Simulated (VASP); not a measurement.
All values below come from r2SCAN meta-GGA, VASP's PBE PAW potentials (set 64) (plane waves; VASP).

VASP input:

KPOINTS:
```
K-points
0
gamma
10 10 10
0 0 0
```

File POSCAR:
```
Eu
1
   -1.8243582599     1.8243582599     1.8243582599
    1.8243582599    -1.8243582599     1.8243582599
    1.8243582599     1.8243582599    -1.8243582599
Eu
1
Direct
  0.0000000000   0.0000000000   1.0000000000
```

**INCAR**
```
! general
SYSTEM   =  Eu
PREC     =  Accurate
ENCUT    =  480   ! plane-wave cut-off (eV)
LREAL    =  F   ! projection in real space or not
LASPH    =  T

! electronic loop
EDIFF    =  1E-7   ! SCF stop (eV)
NELM     =  100   ! most electronic steps
ALGO     =  Normal   ! blocked Davidson
LMAXMIX  =  6   ! l cut-off of mixed one-centre charges
LMIXTAU  =  T

! smearing
ISMEAR   =  1   ! Methfessel-Paxton
SIGMA    =  0.1   ! width (eV)

! functional
METAGGA  =  R2SCAN

! ions
IBRION   =  2   ! conjugate gradients
NSW      =  40   ! most ionic steps
ISIF     =  3
EDIFFG   =  -0.01
PSTRESS  =  150   ! kbar

! output
LWAVE    =  F
LCHARG   =  F
```

POTCAR, in this order: Eu_2 (PBE.64 set). Program: vasp_std.

What VASP printed:

OSZICAR:
```
       N       E                     dE             d eps       ncg     rms          rms(c)
DAV:   1    -0.123343652466E+02   -0.12334E+02   -0.40286E+03   752   0.893E+02
DAV:   2    -0.267674443334E+02   -0.14433E+02   -0.14107E+02  1024   0.110E+02
DAV:   3    -0.269179929689E+02   -0.15055E+00   -0.14766E+00   968   0.101E+01
DAV:   4    -0.269196214197E+02   -0.16285E-02   -0.16284E-02  1200   0.111E+00
DAV:   5    -0.269196225312E+02   -0.11115E-05   -0.11115E-05   968   0.299E-02    0.126E+01
DAV:   6    -0.263294795729E+02    0.59014E+00   -0.51622E-01  1104   0.957E+00    0.596E+00
DAV:   7    -0.263398475131E+02   -0.10368E-01   -0.15155E-01  1064   0.403E+00    0.213E+00
DAV:   8    -0.263931012665E+02   -0.53254E-01   -0.20575E-01  1016   0.530E+00    0.890E-01
DAV:   9    -0.264608874475E+02   -0.67786E-01   -0.28000E-02  1104   0.168E+00    0.259E-01
DAV:  10    -0.264595074579E+02    0.13800E-02   -0.53703E-04   872   0.280E-01    0.311E-01
DAV:  11    -0.264627316615E+02   -0.32242E-02   -0.83225E-04  1008   0.331E-01    0.846E-02
DAV:  12    -0.264631823607E+02   -0.45070E-03   -0.44209E-04  1104   0.276E-01    0.604E-02
DAV:  13    -0.264631469742E+02    0.35387E-04   -0.36845E-05  1160   0.779E-02    0.292E-02
DAV:  14    -0.264632108910E+02   -0.63917E-04   -0.33482E-05   880   0.759E-02    0.419E-03
DAV:  15    -0.264632118328E+02   -0.94180E-06   -0.13511E-06  1080   0.139E-02    0.313E-03
DAV:  16    -0.264632112594E+02    0.57339E-06   -0.24162E-07   808   0.632E-03    0.135E-03
DAV:  17    -0.264632107062E+02    0.55324E-06   -0.21689E-07   776   0.646E-03    0.493E-04
DAV:  18    -0.264632107761E+02   -0.69980E-07   -0.26173E-08   440   0.218E-03
   1 F= -.24189312E+02 E0= -.24189116E+02  d E =-.241893E+02
```

OUTCAR:
```
------------------------ aborting loop because EDIFF is reached ----------------------------------------
  FORCE on cell =-STRESS in cart. coord.  units (eV):
  Direction    XX          YY          ZZ          XY          YZ          ZX
  --------------------------------------------------------------------------------------
  Total        2.2715889      2.2715889      2.2715889      0.0000000     -0.0000000      0.0000000
  in kB      149.8476517    149.8476517    149.8476517      0.0000000     -0.0000000      0.0000000
  external PRESSURE =      -0.1523483 kB  Pullay stress =     150.0000000 kB
  volume of cell :       24.29
      direct lattice vectors                 reciprocal lattice vectors
    -1.824358260  1.824358260  1.824358260     0.000000000  0.274068976  0.274068976
     1.824358260 -1.824358260  1.824358260     0.274068976  0.000000000  0.274068976
     1.824358260  1.824358260 -1.824358260     0.274068976  0.274068976  0.000000000
 POSITION                                       TOTAL-FORCE (eV/Angst)
 -----------------------------------------------------------------------------------
      0.00000      0.00000      0.00000         0.000000      0.000000     -0.000000
 -----------------------------------------------------------------------------------
    total drift:                                0.000000     -0.000000      0.000000
  FREE ENERGIE OF THE ION-ELECTRON SYSTEM (eV)
  ---------------------------------------------------
  free  energy   TOTEN  =       -26.4632107761 eV

  energy  without entropy=      -26.4626216069  energy(sigma->0) =      -26.46301439
  enthalpy is  TOTEN    =       -24.1893124084 eV   P V=        2.2738983678

 reached required accuracy - stopping structural energy minimisation
```
(Selected blocks of OUTCAR.)

The 4f electrons are frozen in the core of the lanthanide potential, so 4f levels, which can set the real gap, and their magnetism are missing.

The compound is Eu in the bcc structure. It was relaxed first under an external pressure of 15 GPa.
